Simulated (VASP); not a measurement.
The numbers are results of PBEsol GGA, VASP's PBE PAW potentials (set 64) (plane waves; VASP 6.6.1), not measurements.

A VASP calculation is set up with these files.

### POSCAR
```
SiC
1
    0.0000000000     2.1800000000     2.1800000000
    2.1800000000     0.0000000000     2.1800000000
    2.1800000000     2.1800000000     0.0000000000
Si C
1 1
Direct
  0.0000000000   0.0000000000   0.0000000000
  0.2500000000   0.2500000000   0.2500000000
```

**KPOINTS**
```
Automatic mesh
0
Gamma
10 10 10
0 0 0
```

INCAR:
```
# general
SYSTEM=SiC
PREC  =Accurate
ENCUT =520   # plane-wave cut-off (eV)
LREAL =F
LASPH =T

# electronic loop
EDIFF =1E-7
NELM  =100
ALGO  =Normal

# smearing
ISMEAR=0   # Gaussian
SIGMA =0.05   # width (eV)

# functional
GGA   =PS

# ions
ISIF  =2   # forces and stress, cell fixed

# output
LWAVE =F
LCHARG=F
```

POTCAR, in this order: Si C (PBE.64 set). Program: vasp_std.

The run wrote:

**OSZICAR**
```
       N       E                     dE             d eps       ncg     rms          rms(c)
DAV:   1     0.398827560638E+01    0.39883E+01   -0.41837E+03   784   0.846E+02
DAV:   2    -0.173333975435E+02   -0.21322E+02   -0.20007E+02  1080   0.108E+02
DAV:   3    -0.177075713083E+02   -0.37417E+00   -0.37417E+00   848   0.176E+01
DAV:   4    -0.177085749733E+02   -0.10037E-02   -0.10037E-02  1176   0.101E+00
DAV:   5    -0.177085755236E+02   -0.55038E-06   -0.55038E-06   864   0.193E-02    0.872E+00
DAV:   6    -0.159981200419E+02    0.17105E+01   -0.70900E+00   824   0.150E+01    0.390E+00
DAV:   7    -0.159293036469E+02    0.68816E-01   -0.33353E-01  1120   0.404E+00    0.176E+00
DAV:   8    -0.159149827701E+02    0.14321E-01   -0.19368E-02   824   0.120E+00    0.155E-01
DAV:   9    -0.159149575597E+02    0.25210E-04   -0.76939E-04  1176   0.219E-01    0.102E-01
DAV:  10    -0.159149976515E+02   -0.40092E-04   -0.84810E-05   984   0.725E-02    0.213E-02
DAV:  11    -0.159149976747E+02   -0.23237E-07   -0.12659E-05  1008   0.222E-02    0.410E-03
DAV:  12    -0.159149978297E+02   -0.15496E-06   -0.52955E-07   832   0.567E-03    0.761E-04
DAV:  13    -0.159149978687E+02   -0.39083E-07   -0.34588E-08   536   0.159E-03
   1 F= -.15914998E+02 E0= -.15914998E+02  d E =-.125544E-13
```

**OUTCAR**
```
------------------------ aborting loop because EDIFF is reached ----------------------------------------
  FORCE on cell =-STRESS in cart. coord.  units (eV):
  Direction    XX          YY          ZZ          XY          YZ          ZX
  --------------------------------------------------------------------------------------
  Total       -0.0171780     -0.0171780     -0.0171780      0.0000000      0.0000000     -0.0000000
  in kB       -1.3282616     -1.3282616     -1.3282616      0.0000000      0.0000000     -0.0000000
  external PRESSURE =      -1.3282616 kB  Pullay stress =       0.0000000 kB
  volume of cell :       20.72
      direct lattice vectors                 reciprocal lattice vectors
     0.000000000  2.180000000  2.180000000    -0.229357798  0.229357798  0.229357798
     2.180000000  0.000000000  2.180000000     0.229357798 -0.229357798  0.229357798
     2.180000000  2.180000000  0.000000000     0.229357798  0.229357798 -0.229357798
  FREE ENERGIE OF THE ION-ELECTRON SYSTEM (eV)
  ---------------------------------------------------
  free  energy   TOTEN  =       -15.9149978687 eV

  energy  without entropy=      -15.9149978687  energy(sigma->0) =      -15.91499787
```
(Selected blocks of OUTCAR.)

The compound is SiC in the zinc blende structure. The cell was not relaxed at this level.
